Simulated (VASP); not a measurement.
# Na6BN (Fm-3m) in VASP: equation of state, part 2 of 2

VASP 6.6.1. Earlier steps stand in the parts before.

## Step 3: Equation of state, PBE, 30.29 Å³/atom (volume scaled by 0.96)

Contents of INCAR:

```
SYSTEM = Na6BN
PREC = Accurate
ENCUT = 520
EDIFF = 1E-7
ISMEAR = -1
SIGMA = 0.05
LREAL = .False.
LASPH = .True.
NELM = 60
ALGO = Normal
ISIF = 2
LWAVE = .False.
LCHARG = .False.
GGA = PE
NBANDS = 35
```

Contents of KPOINTS:

```
regular mesh
0
Gamma
  5 5 5
  0 0 0
```

Contents of POSCAR:

```
Na6BN
1.0
    0.0000000000      4.9480697981      4.9480697981
    4.9480697981      0.0000000000      4.9480697981
    4.9480697981      4.9480697981      0.0000000000
Na B N
6 1 1
Direct
    0.7345900000      0.2654100000      0.7345900000
    0.2654100000      0.2654100000      0.7345900000
    0.2654100000      0.7345900000      0.2654100000
    0.2654100000      0.7345900000      0.7345900000
    0.7345900000      0.2654100000      0.2654100000
    0.7345900000      0.7345900000      0.2654100000
    0.0000000000      0.0000000000      0.0000000000
    0.5000000000      0.5000000000      0.5000000000
```

Potentials or basis: VASP PAW PBE potentials, release 64 (Na_pv, B, N).

Started as:

```console
$ cat potpaw_PBE.64/Na_pv/POTCAR potpaw_PBE.64/B/POTCAR potpaw_PBE.64/N/POTCAR > POTCAR
$ mpirun -np 1 vasp_std > vasp.out
```

It took 97 s on 1 thread of AMD EPYC 9R45 (Zen 5), shared host; peak memory 0.39 GiB.

The run converged. Its results:

| Property | Result |
| --- | --- |
| Free energy | -18.3294 eV |
| Pressure | 0.8 GPa |
| Largest force | 0.077 eV/Å |
| Band gap on the k mesh | none (metal or under the smearing width) |

## Step 4: Equation of state, PBE, 30.92 Å³/atom (volume scaled by 0.98)

Contents of INCAR:

```
  PREC = Accurate
  ENCUT = 520
  EDIFF = 1E-7
  ISMEAR = -1
  SIGMA = 0.05
  LREAL = F
  LASPH = T
  NELM = 60
  ALGO = Normal
  ISIF = 2
  LWAVE = F
  LCHARG = F
  GGA = PE
  NBANDS = 35
```

Contents of KPOINTS:

```
Automatic mesh
0
Gamma
  5 5 5
```

POSCAR: that of step 3 with these lines changed.

```diff
@@ -2,5 +2,5 @@
 1.0
-    0.0000000000      4.9480697981      4.9480697981
-    4.9480697981      0.0000000000      4.9480697981
-    4.9480697981      4.9480697981      0.0000000000
+    0.0000000000      4.9821954957      4.9821954957
+    4.9821954957      0.0000000000      4.9821954957
+    4.9821954957      4.9821954957      0.0000000000
 Na B N
```

Potentials or basis: VASP PAW PBE potentials, release 64 (Na_pv, B, N).

Started as:

```console
$ cat potpaw_PBE.64/Na_pv/POTCAR potpaw_PBE.64/B/POTCAR potpaw_PBE.64/N/POTCAR > POTCAR
$ mpirun -np 1 vasp_std > vasp.out
```

OUTCAR:

```text
PREC = Accurate
   ENCUT = 520
   EDIFF = 1E-7
   ISMEAR = -1
   LREAL = F
   LASPH = T
   NELM = 60
   ISIF = 2
   GGA = PE

 Found     10 irreducible k-points:

 Following reciprocal coordinates:
            Coordinates               Weight
  0.000000  0.000000  0.000000      1.000000
  0.200000  0.000000  0.000000      8.000000
  0.400000  0.000000  0.000000      8.000000
  0.200000  0.200000  0.000000      6.000000
  0.400000  0.200000  0.000000     24.000000
 -0.400000  0.200000  0.000000     24.000000
   k-points           NKPTS =     10   k-points in BZ     NKDIM =     10   number of bands    NBANDS=     35
   number of dos      NEDOS =    301   number of ions     NIONS =      8
   total plane-waves  NPLWV = 157464
   dimension x,y,z NGX =    54 NGY =   54 NGZ =   54
   dimension x,y,z NGXF=   108 NGYF=  108 NGZF=  108
   ions per type =               6   1   1
   NGX,Y,Z   is equivalent  to a cutoff of  12.74, 12.74, 12.74 a.u.
   NGXF,Y,Z  is equivalent  to a cutoff of  25.48, 25.48, 25.48 a.u.
 SYSTEM =  unknown system
   PREC   = accura    normal or accurate (medium, high low for compatibility)
   ISTART =      0    job   : 0-new  1-cont  2-samecut
   ICHARG =      2    charge: 1-file 2-atom 10-const
[... 65 lines left out ...]
      2     -24.0031      2.00000
      3     -24.0031      2.00000
      4     -23.9894      2.00000
      5     -23.9894      2.00000
      6     -23.9894      2.00000
[... 217 lines left out ...]
     34       4.8273      0.00000
     35       5.4791      0.00000

 [... further k-points ...]

------------------------ aborting loop because EDIFF is reached ----------------------------------------

  FORCE on cell =-STRESS in cart. coord.  units (eV):
  Direction    XX          YY          ZZ          XY          YZ          ZX
  --------------------------------------------------------------------------------------
  -------------------------------------------------------------------------------------
  Total        0.5981091      0.5981091      0.5981091      0.0000000      0.0000000     -0.0000000
  in kB        3.8743488      3.8743488      3.8743488      0.0000000      0.0000000     -0.0000000
  external PRESSURE =       3.8743488 kB  Pullay stress =       0.0000000 kB

 VOLUME and BASIS-vectors are now :
 -----------------------------------------------------------------------------
  energy-cutoff  :      520.00
  volume of cell :      247.34
      direct lattice vectors                 reciprocal lattice vectors
     0.000000000  4.982195496  4.982195496    -0.100357363  0.100357363  0.100357363
     4.982195496  0.000000000  4.982195496     0.100357363 -0.100357363  0.100357363
     4.982195496  4.982195496  0.000000000     0.100357363  0.100357363 -0.100357363

 POSITION                                       TOTAL-FORCE (eV/Angst)
 -----------------------------------------------------------------------------------
      4.98220      7.31974      4.98220         0.000000      0.046716      0.000000
      4.98220      4.98220      2.64465         0.000000      0.000000     -0.046716
      4.98220      2.64465      4.98220         0.000000     -0.046716      0.000000
      7.31974      4.98220      4.98220         0.046716      0.000000      0.000000
      2.64465      4.98220      4.98220        -0.046716      0.000000      0.000000
      4.98220      4.98220      7.31974         0.000000      0.000000      0.046716
      0.00000      0.00000      0.00000         0.000000      0.000000     -0.000000
      4.98220      4.98220      4.98220         0.000000      0.000000      0.000000
 -----------------------------------------------------------------------------------
    total drift:                               -0.000000     -0.000000     -0.000000

  FREE ENERGIE OF THE ION-ELECTRON SYSTEM (eV)
  ---------------------------------------------------
  free  energy   TOTEN  =       -18.3478387133 eV

  energy  without entropy=      -18.2258041335  energy(sigma->0) =      -18.28682142
```

It took 1.8 min on 1 thread of AMD EPYC 9R45 (Zen 5), shared host; peak memory 0.39 GiB.

Results:

```yaml
Free_energy: -18.3478 eV
Pressure: 0.4 GPa
Largest_force: 0.047 eV/Å
Band_gap_on_the_k_mesh: none (metal or under the smearing width)
```

## Step 5: Equation of state, PBE, 32.18 Å³/atom (volume scaled by 1.02)

Contents of INCAR:

```
  ALGO = Normal
  EDIFF = 1E-7
  ENCUT = 520
  GGA = PE
  ISIF = 2
  ISMEAR = -1
  LASPH = T
  LCHARG = F
  LREAL = F
  LWAVE = F
  NBANDS = 35
  NELM = 80
  PREC = Accurate
  SIGMA = 0.05
```

Contents of KPOINTS:

```
k-points
0
Gamma
  5 5 5
```

POSCAR: that of step 4 with these lines changed.

```diff
@@ -2,5 +2,5 @@
 1.0
-    0.0000000000      4.9821954957      4.9821954957
-    4.9821954957      0.0000000000      4.9821954957
-    4.9821954957      4.9821954957      0.0000000000
+    0.0000000000      5.0490785840      5.0490785840
+    5.0490785840      0.0000000000      5.0490785840
+    5.0490785840      5.0490785840      0.0000000000
 Na B N
```

Started as:

```console
$ cat potpaw_PBE.64/Na_pv/POTCAR potpaw_PBE.64/B/POTCAR potpaw_PBE.64/N/POTCAR > POTCAR
$ mpirun -np 1 vasp_std > vasp.out
```

Run time: 1.8 min. Hardware: 1 thread of AMD EPYC 9R45 (Zen 5), shared host; peak memory 0.4 GiB.

The run converged. Its results:

| Quantity | Value |
| --- | --- |
| Free energy | -18.3528 eV |
| Pressure | -0.2 GPa |
| Largest force | 0.005 eV/Å |
| Band gap on the k mesh | none (metal or under the smearing width) |

## Step 6: Equation of state, PBE, 32.81 Å³/atom (volume scaled by 1.04)

Contents of INCAR:

```
SYSTEM = Na6BN
PREC     = Accurate       ! precision mode
ENCUT    = 520            ! plane-wave cutoff, eV
EDIFF    = 1E-7           ! SCF threshold, eV
ISMEAR   = -1             ! smearing method
SIGMA    = 0.05           ! smearing width, eV
LREAL    = .FALSE.        ! projectors in reciprocal space
LASPH    = .TRUE.         ! aspherical terms in the spheres
NELM     = 60             ! most SCF steps
ALGO     = Normal         ! electronic algorithm
ISIF     = 2              ! what is computed and relaxed
LWAVE    = .FALSE.        ! write WAVECAR
LCHARG   = .FALSE.        ! write CHGCAR
GGA      = PE             ! functional
NBANDS   = 35             ! bands
```

Contents of KPOINTS:

```
Automatic mesh
0
G
  5 5 5
  0 0 0
```

POSCAR: that of step 5 with these lines changed.

```diff
@@ -2,5 +2,5 @@
 1.0
-    0.0000000000      5.0490785840      5.0490785840
-    5.0490785840      0.0000000000      5.0490785840
-    5.0490785840      5.0490785840      0.0000000000
+    0.0000000000      5.0818657272      5.0818657272
+    5.0818657272      0.0000000000      5.0818657272
+    5.0818657272      5.0818657272      0.0000000000
 Na B N
```

Potentials or basis: VASP PAW PBE potentials, release 64 (Na_pv, B, N).

Started as:

```console
$ cat potpaw_PBE.64/Na_pv/POTCAR potpaw_PBE.64/B/POTCAR potpaw_PBE.64/N/POTCAR > POTCAR
$ mpirun -np 1 vasp_std > vasp.out
```

Run time: 1.9 min. Hardware: 1 thread of AMD EPYC 9R45 (Zen 5), shared host; peak memory 0.4 GiB.

The run converged. Its results:

* Free energy: -18.3414 eV
* Pressure: -0.5 GPa
* Largest force: 0.028 eV/Å
* Band gap on the k mesh: none (metal or under the smearing width)

## Step 7: Equation of state, PBE, 33.44 Å³/atom (volume scaled by 1.06)

Contents of INCAR:

```
PREC = Accurate ; ENCUT = 520
EDIFF = 1E-7 ; ISMEAR = -1
SIGMA = 0.05 ; LREAL = F
LASPH = T ; NELM = 100
ALGO = Normal ; ISIF = 2
LWAVE = F ; LCHARG = F
GGA = PE ; NBANDS = 35
```

Contents of KPOINTS:

```
regular mesh
0
Gamma
  5 5 5
```

POSCAR: that of step 6 with these lines changed.

```diff
@@ -2,5 +2,5 @@
 1.0
-    0.0000000000      5.0818657272      5.0818657272
-    5.0818657272      0.0000000000      5.0818657272
-    5.0818657272      5.0818657272      0.0000000000
+    0.0000000000      5.1142351715      5.1142351715
+    5.1142351715      0.0000000000      5.1142351715
+    5.1142351715      5.1142351715      0.0000000000
 Na B N
```

Started as:

```console
$ cat potpaw_PBE.64/Na_pv/POTCAR potpaw_PBE.64/B/POTCAR potpaw_PBE.64/N/POTCAR > POTCAR
$ mpirun -np 1 vasp_std > vasp.out
```

Wall time 2 min (1 thread of AMD EPYC 9R45 (Zen 5), shared host); peak memory 0.41 GiB.

The run converged. Its results:

* Free energy: -18.3219 eV
* Pressure: -0.8 GPa
* Largest force: 0.049 eV/Å
* Band gap on the k mesh: none (metal or under the smearing width)

## Step 8: Equation of state, PBE

Potentials or basis: VASP PAW PBE potentials, release 64 (Na_pv, B, N).

This step only gathers the single runs of the series.

What came out:

```
Equilibrium volume                        : 31.70 Å³/atom
Bulk modulus at fixed shape and positions : 15.4 GPa
Pressure derivative of the bulk modulus   : 4.1
```

Energy against volume, from the lowest point:
```csv
volume (Å³/atom),energy (meV/atom)
29.655,7.06
30.286,3.23
30.917,0.93
31.548,0.00
32.179,0.31
32.810,1.73
33.441,4.17
```

Caveat: the cell was scaled at fixed shape and fractional positions, which overstates the stiffness of a crystal with free parameters, most of all of layers and chains.
